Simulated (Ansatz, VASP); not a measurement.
## LaYN2: VASP beside Ansatz

INCAR

```
SYSTEM = LaYN2
PREC = Accurate
ENCUT = 520
EDIFF = 1E-6
ISMEAR = 0
SIGMA = 0.01
LREAL = .False.
LASPH = .True.
NELM = 100
ALGO = Normal
ISIF = 2
LWAVE = .False.
LCHARG = .True.
GGA = PE
LELF = .True.
LVHAR = .True.
NBANDS = 24
```

File KPOINTS:

```
regular mesh
0
Gamma
  12 12 6
  0 0 0
```

File POSCAR:

```
LaYN2
1.0
    3.5305488811      0.0000000000      0.0000000000
   -1.7652744405      3.0575450204      0.0000000000
    0.0000000000      0.0000000000      6.2281287626
La Y N
1 1 2
Direct
    0.0000000000      0.0000000000      0.5000000000
    0.0000000000      0.0000000000      0.0000000000
    0.3333333333      0.6666666667      0.7646220059
    0.6666666667      0.3333333333      0.2353779941
```

Input for Ansatz:

```yaml
crystal:
  lattice:
    - [3.5305488811, 0.0, 0.0]
    - [-1.7652744405, 3.0575450204, 0.0]
    - [0.0, 0.0, 6.2281287626]
  atoms:
    - { symbol: La, position: [0.0, 0.0, 0.5] }
    - { symbol: "Y", position: [0.0, 0.0, 0.0] }
    - { symbol: "N", position: [0.3333333333, 0.6666666667, 0.7646220059] }
    - { symbol: "N", position: [0.6666666667, 0.3333333333, 0.2353779941] }
basis:
  ecutwfc: 420
kpoints:
  mp_grid: { grid: [12, 12, 6] }
  band_path:
    path:
      - [[0.0, 0.0, 0.0], [0.5, 0.0, 0.0], [0.33333333, 0.33333333, 0.0], [0.0, 0.0, 0.0], [0.0, 0.0, 0.5], [0.5, 0.0, 0.5], [0.33333333, 0.33333333, 0.5], [0.0, 0.0, 0.5]]
      - [[0.5, 0.0, 0.5], [0.5, 0.0, 0.0]]
      - [[0.33333333, 0.33333333, 0.5], [0.33333333, 0.33333333, 0.0]]
    npoints: 14
hamiltonian:
  xc: pbe
scf:
  occupations: { method: gaussian, width: 0.01 }
  n_extra_bands: 10
output:
  forces: true
  stress: true
  eigenvalues: true
  populations: true
  dos: { projected: true, de: 0.02, nscf_kmesh: { grid: [15, 15, 8] } }
  bader: true
```

The cell was built by a generator and needn't be a form met in nature.

Alike in both runs: task single point; functional PBE; k mesh 12 × 12 × 6; occupations gaussian, width 0.01 eV; no spin polarisation.

```csv
,VASP,Ansatz
version,VASP 6.6.1,Ansatz 0.2.0
potentials or method,"VASP PAW PBE potentials, release 64 (La, Y_sv, N)","scalar-relativistic, plane waves, PAW"
plane-wave cutoff (eV),520,420
valence electrons in the cell,32,32
```

```csv
,VASP,Ansatz,Ansatz less VASP
gap on the k mesh at the Fermi level (eV),0.07,0.07,-0.003
least direct gap on the mesh (eV),0.36,0.37,+0.009
pressure (GPa),-0.1,0.0,+0.14
rms of the force components (eV/Å),0.006,0.001,-0.0052
```

Atom by atom the forces differ by 0.005 eV/Å (rms over components). The functional is the same, so the differences come from potentials, cutoffs and numerics.

Caveats: spin-orbit coupling is left out, which moves the levels of the heavy elements.
